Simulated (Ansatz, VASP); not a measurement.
**Cross-check of Bi (Bismuth) between VASP and Ansatz**

Aim: how closely do two programs agree when they are given the same cell, functional and k mesh? The cell is taken from a series of runs on this material, whose earlier steps may have relaxed, scaled, displaced or heated it; both programs get it as it stands.

Program: Ansatz 0.2.0. Level of theory: plane waves, with VASP 6.6.1 beside it; zone-centre phonons at LDA. Results are calculated unless marked as measured.

### 1. The starting structure

The structure is trigonal, space group R-3m (No. 166). Conventional cell: a = 4.539 Å, b = 4.539 Å, c = 11.365 Å, α = 90.00°, β = 90.00°, γ = 120.00°. Nearest to Bi lie 6 Bi at 3.07 to 3.41 Å.

### 2. Ansatz: zone-centre phonons, LDA

Ansatz runs on its PAW soft_1 files.

Second derivatives magnify differences that forces hide, and they need a tight electronic threshold.

input.yaml

```yaml
crystal:
  lattice:
    - [2.2693985016, 1.3102378358, 3.7882412384]
    - [-2.2693985016, 1.3102378358, 3.7882412384]
    - [0.0, -2.6204756715, 3.7882412384]
  atoms:
    - { symbol: Bi, position: [0.237216535, 0.237216535, 0.237216535] }
    - { symbol: Bi, position: [0.762783465, 0.762783465, 0.762783465] }
kpoints:
  mp_grid: { grid: [12, 12, 12] }
hamiltonian:
  xc: lda
  pseudopotentials: { kind: paw, azcp: { folder: soft_1 }, xc_functional: pbe }
scf:
  occupations: { method: methfessel_paxton, width: 0.2 }
output:
  eigenvalues: true
phonons:
  method: dfpt
```

Launch:

```
> ansatz run input.yaml --threads 4 --pin off --max-ram 10240MiB --backend cpu --events-out ev --progress --plain --runs-dir out
```

Numbers of over 12 decimals in the logs are rounded to 6 here.

The log of the run:

```text
Engine: ansatz 0.2.0, aarch64-unknown-linux-gnu
Pseudopotentials: kind: paw
Pseudopotential: Bi, paw, valence charge 15, recommended cutoff 420 eV (normal), soft_1/Bi.paw.azcp
Functional definition: SPW92
  exchange = slater_x
  correlation = pw_c
Crystal: 2 atoms, lattice volume = 67.585 Å³
Basis set: ecut = 420 eV, 1327 PW (Γ), exchange–correlation on 64×64×64 points (8 copies of the dense FFT grid, shifted against one another)
Bands: 19, of which v1, the nominal top of the filled ones, is band 15 counted from 1 (14 counted from 0)
Symmetry: 12 space group operations
k-points: 476 of 1728 (irreducible under 2 space group operations, time reversal used)
Non-local potential: Bi, projectors of the file, l = 0: 2, l = 1: 2, l = 2: 2, l = 3: 1
PAW form: soft (Blöchl's): semilocal exchange-correlation on the pseudo side does not see the compensation charge
PAW frozen core: Bi, regenerated for the run's functional, and the local potential with it (the file was generated under x = pbe(κ = 0.804, μ = 0.219515), c = pbe(β = 0.066725))
PAW one-centre angular grid: Bi, 590 points (default); XC on 64 Gauss nodes
Initial density: superposition of atomic densities (chi_scale 0.1, normalization cell)
Initial wavefunctions: pseudopotential atomic-orbital guess
Functional: x = slater, c = lda
SCF iter   1: F=—  HF=-24175.705752 eV  |F-HF|=—  |Δ(HF+E_count)|=         —  Δρ=1.14e-2  dr2=7.51e-2  ethr=3.10e-3  ⟨swp⟩=5.5  Hψ=43407  notcnv=0
preconditioner: auto → Kerker (q_TF=auto, 2.383 Å⁻¹)  [metal: Δε(μ)=0.045 eV  Ē_g=20.274 eV  σ=0.200 eV  W_gap=0.19  n_scr=14 (ndim 8)  ℏωp=24.7 eV  f_vac=0.000  D(μ)=0.21/eV (n_scr^D=0)]
SCF iter   2: F=—  HF=-24175.689716 eV  |F-HF|=—  |Δ(HF+E_count)|=   1.60e-2  S|Δr|=    0.00e0  Δρ=7.12e-3  dr2=3.13e-2  ethr=2.50e-4  ⟨swp⟩=1.0  Hψ=12852  notcnv=0
SCF iter   3: F=—  HF=-24175.682928 eV  |F-HF|=—  |Δ(HF+E_count)|=   6.79e-3  S|Δr|=    0.00e0  Δρ=1.01e-3  dr2=1.13e-3  ethr=1.04e-4  ⟨swp⟩=2.0  Hψ=16201  notcnv=0
SCF iter   4: F=—  HF=-24175.682776 eV  |F-HF|=—  |Δ(HF+E_count)|=   1.52e-4  S|Δr|=    0.00e0  Δρ=3.29e-4  dr2=1.16e-4  ethr=3.78e-6  ⟨swp⟩=3.0  Hψ=16387  notcnv=0
SCF iter   5: F=—  HF=-24175.682776 eV  |F-HF|=—  |Δ(HF+E_count)|=   7.41e-9  S|Δr|=    0.00e0  Δρ=1.54e-4  dr2=2.00e-5  ethr=3.85e-7  ⟨swp⟩=2.1  Hψ=14989  notcnv=0
SCF iter   6: F=—  HF=-24175.682774 eV  |F-HF|=—  |Δ(HF+E_count)|=   1.67e-6  S|Δr|=    0.00e0  Δρ=2.12e-5  dr2=4.33e-7  ethr=6.67e-8  ⟨swp⟩=2.0  Hψ=16190  notcnv=0
SCF iter   7: F=—  HF=-24175.682772 eV  |F-HF|=—  |Δ(HF+E_count)|=   2.73e-6  S|Δr|=    0.00e0  Δρ=5.11e-6  dr2=2.66e-8  ethr=1.44e-9  ⟨swp⟩=3.0  Hψ=16717  notcnv=0
SCF iter   8: F=—  HF=-24175.682772 eV  |F-HF|=—  |Δ(HF+E_count)|=   4.79e-9  S|Δr|=    0.00e0  Δρ=1.53e-6  dr2=2.48e-9  ethr=8.87e-11  ⟨swp⟩=2.4  Hψ=16332  notcnv=0
SCF iter   9: F=—  HF=-24175.682772 eV  |F-HF|=—  |Δ(HF+E_count)|=  6.51e-10  S|Δr|=    0.00e0  Δρ=2.40e-7  dr2=3.61e-11  ethr=8.26e-12  ⟨swp⟩=3.0  Hψ=16238  notcnv=0
SCF iter  10: F=-24175.682772 eV  HF=-24175.682772 eV  |F-HF|=1.82e-11  |Δ(HF+E_count)|=  1.82e-11  S|Δr|=    0.00e0  Δρ=6.06e-8  dr2=3.14e-12  ethr=1.00e-12  ⟨swp⟩=5.6  Hψ=35319  notcnv=0
SCF 1 converged in 10 iterations: F = -24175.682772 eV  dr2 = 3.14e-12
  greatest PAW one-centre occupation: 0.988 electrons in one spin orbital (limit 2), on the Bi atom at site 1 (counted from 0), in its partial waves of l = 2
DFPT response loops at Γ: preconditioner auto → Kerker (q_TF=auto, 2.383 Å⁻¹) (partly filled bands, converged f_vac=0.000); β = 1.00, the filter's whole step (`scf.mixing.beta` (0.50) is not read by the response loops under this deck's `scf.mixing.preconditioner`; to damp them name `kerker` or `kerker_dos`, under which they read `scf.mixing.beta`, and type it under 1.00, their step now; both keys bind the ground state too); Broyden in place of MSR1
SCF converged after 10 iterations
Stability not checked: this state was not tested for a lower state beside it, because cold or Methfessel-Paxton smearing, or corrected tetrahedra, fill the levels in a way that the test cannot read (fill_not_monotonic; see scf.lower_state_search)
Free energy (F): -24175.682772 eV
Harris-Foulkes:  -24175.682772 eV  (|F-HF|=1.82e-11)
Internal energy: -24175.684625 eV  (E = F + TS)
E sigma→0 (E₀):  -24175.683235 eV
Entropy (-TS):   0.001853 eV (0.927 meV/atom)
Fermi energy:    9.962407 eV
--- Per-component energies (eV) ---
  E_band       = -209.171376
  E_kinetic    = 510.901688
  E_local      = -2654.795318  (includes V_loc(G=0)·N_el)
  E_nonlocal   = 825.165704
  E_hartree    = 984.578967
  E_xc         = -301.685789
  E_vxc        = -263.406257  (∫ρ·V_xc dr)
  E_paw        = -20705.186360  (= ΣΔE_a)
  E_vpaw       = -596.195543  (= ΣTr[D̂ρ^β])
  E_aug_tail   = 0.000425  (compensation charges beyond the density's cutoff)
  E_ewald      = -2834.654301
  E_core_change = -0.009642  (= ΣΔE_core)
  E_smearing   = 0.001853  (= −TS)
  E_closure    = 0.000000  (closes the sum)
  Σ components = -24175.682772   (vs F -24175.682772, Δ=0.00e0)
--- Band table (eV; the first three rows and the last of 476) ---
  k-point 0: bands = [... 11 lower, 2.5511, 8.6176, 8.6203, 8.6203, 12.7617, 13.0850, 13.0850, 15.6241]
  k-point 1: bands = [... 11 lower, 2.3777, 8.6295, 8.6309, 8.6740, 12.5843, 12.7510, 12.8853, 15.2195]
  k-point 2: bands = [... 11 lower, 1.9056, 8.6612, 8.6703, 8.8047, 11.9459, 12.2528, 12.3932, 15.0102]
  k-point 475: bands = [... 11 lower, -0.2769, 9.0352, 9.3691, 9.3691, 10.3707, 10.3707, 10.4426, 17.4536]
--- Phonons (Γ-DFPT): 2 representative perturbations + reference, on 476 of 1728 k-points (Σ response iterations 4) ---
  k mesh reduced under 2 symmetry operations, with k and −k counted as one. Each operation leaves every solved perturbation unchanged. A smaller set is not used because it would not reduce the number of displacements times k-points to solve
  ASR residual: 3.053e-4 → 0.000e0 eV/Å²; symmetrization residual: 1.529e-5 eV/Å²
  ASR residual per site (eV/Å²): 3.05e-4 3.05e-4
  Γ frequencies (cm⁻¹): 0.00 0.00 0.00 57.27 57.27 96.64
  non-analytic LO–TO correction: not included (Born effective charges unavailable; polar crystals: no LO–TO splitting at Γ)
```

Reading the cycles: dr2 is the Hartree energy of the density residual (eV), the measure of convergence; HF is the Harris–Foulkes estimate of the energy, which meets the free energy F at convergence.

### 3. VASP: zone-centre phonons, LDA

The same cell, functional (in two slightly different forms), mesh and smearing now go to VASP, with its own data sets.

Lines of VASP's logs that name or quote its potential files are left out, and so is its time.

INCAR

```
SYSTEM = Bi
PREC = Accurate
ENCUT = 500
EDIFF = 1E-08
NELM = 120
ISMEAR = 1
SIGMA = 0.2
LREAL = .FALSE.
ALGO = Normal
GGA = CA
NBANDS = 21
LORBIT = 11
LWAVE = .FALSE.
LCHARG = .FALSE.
ISIF = 2
IBRION = 8
LASPH = .TRUE.
GGA_COMPAT = .FALSE.
KPAR = 2
```

POSCAR

```
Bi
1.0
    2.2693985016      1.3102378358      3.7882412384
   -2.2693985016      1.3102378358      3.7882412384
    0.0000000000     -2.6204756715      3.7882412384
Bi
2
Direct
    0.2372165350      0.2372165350      0.2372165350
    0.7627834650      0.7627834650      0.7627834650
```

KPOINTS

```
Automatic mesh
0
Gamma
12 12 12
0 0 0
```

Potentials, in the order of the species: Bi_d (LDA family, release 64).

Launch:

```
> mpirun -np 2 vasp_std
```

The log of the run:

```text
[banner, memory and clock lines left out]
running    2 mpi-ranks, on    1 nodes
 distrk:  each k-point on    1 cores,    2 groups
 distr:  one band on    1 cores,    1 groups

 POSCAR found type information on POSCAR Bi
 POSCAR found :  1 types and       2 ions
 LDA part: xc-table for (Slater(with rela. corr.)+CA(PZ))
 , standard interpolation
 POSCAR, INCAR and KPOINTS ok, starting setup
 FFT: planning ... GRIDC
 FFT: planning ... GRID_SOFT
 FFT: planning ... GRID
 WAVECAR not read
 entering main loop
       N       E                     dE             d eps       ncg     rms          rms(c)
DAV:   1     0.301683817023E+03    0.30168E+03   -0.16157E+04  7943   0.170E+03
DAV:   2     0.161028222679E+02   -0.28558E+03   -0.27941E+03  8018   0.440E+02
DAV:   3    -0.826025922547E+01   -0.24363E+02   -0.24004E+02  9465   0.146E+02
DAV:   4    -0.910268584209E+01   -0.84243E+00   -0.84184E+00  9358   0.299E+01
DAV:   5    -0.914293294159E+01   -0.40247E-01   -0.40246E-01 11336   0.584E+00    0.105E+00
DAV:   6    -0.912882205715E+01    0.14111E-01   -0.19754E-02 10225   0.154E+00    0.604E-01
DAV:   7    -0.912243534053E+01    0.63867E-02   -0.12026E-02 10159   0.126E+00    0.106E-01
DAV:   8    -0.912234433602E+01    0.91005E-04   -0.12581E-03  9101   0.454E-01    0.153E-02
DAV:   9    -0.912234751680E+01   -0.31808E-05   -0.60571E-05 11496   0.748E-02    0.696E-03
DAV:  10    -0.912234757140E+01   -0.54598E-07   -0.32665E-06 10723   0.162E-02    0.145E-03
DAV:  11    -0.912234760340E+01   -0.32004E-07   -0.18068E-07 10123   0.354E-03    0.481E-04
DAV:  12    -0.912234760655E+01   -0.31509E-08   -0.18364E-08  7648   0.102E-03
   1 F= -.91223476E+01 E0= -.91229794E+01  d E =0.189531E-02
 Linear response reoptimize wavefunctions to high precision
DAV:   1    -0.912234760621E+01    0.34288E-09   -0.28195E-09  5699   0.616E-04
DAV:   2    -0.912234760628E+01   -0.74124E-10   -0.57462E-10  5114   0.260E-04
 Linear response DOF=           2
 Linear response progress:
  Degree of freedom:   1/  2
       N       E                     dE             d eps       ncg     rms          rms(c)
RMM:   1    -0.331126357128E+00   -0.33113E+00    0.22326E-01 48355   0.841E+00
RMM:   2    -0.339889679197E+00   -0.87633E-02   -0.20474E-02 62296   0.119E+00    0.447E-02
RMM:   3    -0.340116652527E+00   -0.22697E-03   -0.17297E-03 66961   0.334E-01    0.254E-02
RMM:   4    -0.340024967065E+00    0.91685E-04   -0.13676E-04 69232   0.103E-01    0.591E-03
RMM:   5    -0.340033512555E+00   -0.85455E-05   -0.17790E-05 64754   0.334E-02    0.233E-03
RMM:   6    -0.340039555301E+00   -0.60427E-05   -0.37004E-06 67838   0.148E-02    0.972E-04
RMM:   7    -0.340039134658E+00    0.42064E-06   -0.13429E-07 67829   0.488E-03    0.317E-04
RMM:   8    -0.340035399251E+00    0.37354E-05    0.57724E-07 68983   0.178E-03    0.105E-04
RMM:   9    -0.340033775344E+00    0.16239E-05    0.53437E-08 69542   0.778E-04    0.265E-05
RMM:  10    -0.340033694034E+00    0.81310E-07    0.28637E-07 72107   0.378E-04    0.149E-05
RMM:  11    -0.340033550396E+00    0.14364E-06    0.14139E-07 71418   0.226E-04    0.865E-06
RMM:  12    -0.340033240952E+00    0.30944E-06    0.10267E-07 69684   0.150E-04    0.330E-06
RMM:  13    -0.340033336712E+00   -0.95760E-07    0.60305E-08 67358   0.109E-04    0.309E-06
RMM:  14    -0.340033273210E+00    0.63502E-07    0.46790E-08 69492   0.899E-05    0.143E-06
RMM:  15    -0.340033231424E+00    0.41786E-07    0.23995E-08 76038   0.819E-05    0.258E-07
RMM:  16    -0.340033235643E+00   -0.42196E-08    0.14060E-08 78673   0.771E-05    0.439E-07
 first order change of Fermi-energy  -0.13048E-04
 force on displaced ion       1 direction 1 :  -1.329   0.000   0.000
 Linear response progress:
  Degree of freedom:   2/  2
       N       E                     dE             d eps       ncg     rms          rms(c)
RMM:   1    -0.331109572795E+00   -0.33111E+00    0.26296E-01 10523   0.856E+00
RMM:   2    -0.339752946063E+00   -0.86434E-02   -0.19527E-02 13574   0.118E+00    0.388E-02
RMM:   3    -0.339878931997E+00   -0.12599E-03   -0.16222E-03 14593   0.324E-01    0.216E-02
RMM:   4    -0.339703328204E+00    0.17560E-03   -0.13601E-04 14813   0.104E-01    0.553E-03
RMM:   5    -0.339713543828E+00   -0.10216E-04   -0.16805E-05 14964   0.316E-02    0.320E-03
RMM:   6    -0.339725400496E+00   -0.11857E-04   -0.28570E-06 14246   0.139E-02    0.776E-04
RMM:   7    -0.339727078037E+00   -0.16775E-05   -0.39157E-07 14766   0.456E-03    0.531E-04
RMM:   8    -0.339725404501E+00    0.16735E-05   -0.34126E-08 13233   0.169E-03    0.779E-05
RMM:   9    -0.339724999671E+00    0.40483E-06   -0.12137E-08 15334   0.782E-04    0.503E-05
RMM:  10    -0.339724828314E+00    0.17136E-06   -0.12552E-08 14844   0.318E-04    0.336E-05
RMM:  11    -0.339724720512E+00    0.10780E-06   -0.50227E-09 14674   0.189E-04    0.775E-06
RMM:  12    -0.339724750748E+00   -0.30237E-07   -0.19594E-08 15769   0.126E-04    0.208E-06
RMM:  13    -0.339724753192E+00   -0.24440E-08    0.63623E-09 15567   0.969E-05    0.882E-07
 first order change of Fermi-energy   0.32153E+00
 force on displaced ion       1 direction 3 :   0.000  -0.000  -3.650
 Linear response finished
```

From OUTCAR (step 3):

```text
ion  position               nearest neighbor table
   1  0.237  0.237  0.237-   2 3.07   2 3.07   2 3.07   2 3.41   2 3.41   2 3.41
   2  0.763  0.763  0.763-   1 3.07   1 3.07   1 3.07   1 3.41   1 3.41   1 3.41

  LATTYP: Found a trigonal (rhomboedric) cell.
 ALAT       =     4.6062636079
 COS(alpha) =     0.5145394464

 Subroutine GETGRP returns: Found 12 space group operations
 (whereof 12 operations were pure point group operations)

The static configuration has the point symmetry D_3d.

 Found    189 irreducible k-points:

   k-points           NKPTS =    189   k-points in BZ     NKDIM =    189   number of bands    NBANDS=     21

   dimension x,y,z NGX =    36 NGY =   36 NGZ =   36
   dimension x,y,z NGXF=    72 NGYF=   72 NGZF=   72

   ENCUT  =  500.0 eV  36.75 Ry    6.06 a.u.   8.40  8.40  8.40*2*pi/ulx,y,z

   NELECT =      30.0000    total number of electrons

 k-points in reciprocal lattice and weights: Automatic mesh
   0.00000000  0.00000000  0.00000000       0.001
   0.08333333  0.00000000  0.00000000       0.003
   0.16666667  0.00000000  0.00000000       0.003
   0.25000000  0.00000000  0.00000000       0.003
   0.33333333  0.00000000  0.00000000       0.003
   0.41666667  0.00000000  0.00000000       0.003
   0.50000000  0.00000000  0.00000000       0.002
   0.08333333  0.08333333  0.00000000       0.003
   0.16666667  0.08333333  0.00000000       0.007
[...]
-0.41666667  0.50000000  0.41666667       0.003
   0.50000000  0.50000000  0.50000000       0.001

 average (electrostatic) potential at core
       1-104.2978       2-104.2978

  Total       -0.2955004     -0.2955004      0.0223941      0.0000000      0.0000000      0.0000000
  in kB       -7.0051725     -7.0051725      0.5308766      0.0000000      0.0000000      0.0000000
  external PRESSURE =      -4.4931561 kB  Pullay stress =       0.0000000 kB

  energy-cutoff  :      500.00
  volume of cell :       67.58
      direct lattice vectors                 reciprocal lattice vectors
     2.269398502  1.310237836  3.788241238     0.220322698  0.127203369  0.087991580
    -2.269398502  1.310237836  3.788241238    -0.220322698  0.127203369  0.087991580
     0.000000000 -2.620475671  3.788241238     0.000000000 -0.254406738  0.087991580

 POSITION                                       TOTAL-FORCE (eV/Angst)
 -----------------------------------------------------------------------------------
      0.00000      0.00000      2.69590         0.000000      0.000000      0.017223
      0.00000      0.00000      8.66882         0.000000     -0.000000     -0.017223
 -----------------------------------------------------------------------------------
    total drift:                                0.000000      0.000000     -0.000000

 Eigenvectors and eigenvalues of the dynamical matrix
 ----------------------------------------------------

   1 f  =    2.921855 THz    18.358554 2PiTHz   97.462580 cm-1    12.083814 meV
             X         Y         Z           dx          dy          dz
      0.000000  0.000000  2.695900    -0.000000    0.000000    0.707107
      0.000000  0.000000  8.668823     0.000000   -0.000000   -0.707107

   2 f  =    1.762956 THz    11.076979 2PiTHz   58.805881 cm-1     7.290997 meV
             X         Y         Z           dx          dy          dz
      0.000000  0.000000  2.695900    -0.707107   -0.000000    0.000000
      0.000000  0.000000  8.668823     0.707107    0.000000    0.000000

   3 f  =    1.762956 THz    11.076979 2PiTHz   58.805881 cm-1     7.290997 meV
             X         Y         Z           dx          dy          dz
      0.000000  0.000000  2.695900    -0.000000    0.707107   -0.000000
      0.000000  0.000000  8.668823     0.000000   -0.707107    0.000000

   4 f  =    0.000000 THz     0.000000 2PiTHz    0.000001 cm-1     0.000000 meV
             X         Y         Z           dx          dy          dz
      0.000000  0.000000  2.695900    -0.000000    0.431134   -0.560467
      0.000000  0.000000  8.668823    -0.000000    0.431134   -0.560467

   5 f  =    0.000000 THz     0.000000 2PiTHz    0.000000 cm-1     0.000000 meV
             X         Y         Z           dx          dy          dz
      0.000000  0.000000  2.695900     0.707107   -0.000002   -0.000002
      0.000000  0.000000  8.668823     0.707107   -0.000002   -0.000002

   6 f  =    0.000000 THz     0.000000 2PiTHz    0.000000 cm-1     0.000000 meV
             X         Y         Z           dx          dy          dz
      0.000000  0.000000  2.695900    -0.000003   -0.560467   -0.431134
      0.000000  0.000000  8.668823    -0.000003   -0.560467   -0.431134

 ELASTIC MODULI CONTR FROM IONIC RELAXATION (kBar)
 Direction    XX          YY          ZZ          XY          YZ          ZX
 --------------------------------------------------------------------------------
 XX        -147.9071     44.7218    -92.6146     -0.0000    212.4472      0.0000
 YY          44.7218   -147.9071    -92.6146      0.0000   -212.4472     -0.0000
 ZZ         -92.6146    -92.6146   -166.2537      0.0000     -0.0000     -0.0000
 XY          -0.0000      0.0000      0.0000    -96.3145      0.0000    210.0054
 YZ         212.4472   -212.4472     -0.0000      0.0000   -468.6088     -0.0000
 ZX           0.0000     -0.0000     -0.0000    210.0054     -0.0000   -457.8986
 --------------------------------------------------------------------------------
```

### 4. Differences

Known differences besides the potentials themselves: the two LDA forms differ slightly; the cutoff is 420 eV in Ansatz and 500 eV in VASP; VASP's log shows a relativistic correction to its local exchange, Ansatz's none. Total energies have different zeros and are not compared.

Both answers:

```csv
quantity,Ansatz,VASP,difference
optical mode 1 to 2 (cm⁻¹),57.3,58.8,-2.61 %
optical mode 3 (cm⁻¹),96.6,97.5,-0.84 %
```

Modes are paired by rising frequency, not by their patterns, so a pair may set unlike modes beside each other; they are those without the splitting of longitudinal modes.

### 5. Results

```json
{
 "r.m.s. difference of the optical zone-centre modes, each program's sorted by frequency (zone-centre phonons, LDA)": "1.3 cm⁻¹",
 "difference in optical mode 1 to 2 (zone-centre phonons, LDA)": "-2.6 %"
}
```

In words: The r.m.s. difference of the optical zone-centre modes, each program's sorted by frequency is 1.3 cm⁻¹ (zone-centre phonons, LDA). Among the rows given in per cent, the largest difference of the zone-centre phonons, LDA pair is in optical mode 1 to 2, -2.6 %. Such differences can come from data sets, numerical settings and the points named under the comparisons, not from the functional's error against experiment.

[Lines on the potential files, build, host, timing and source positions are cut from VASP's logs without a mark.]

[Logs are printed without paths, hosts, clocks, repeated set-up lines and the standing remarks that a program may print on its own settings, such as how far it seeks lower states.]

[Hosts, paths, dates, database ids (printed as entryN), source tags and the programs' standing remarks are cut or masked in the printed files.]
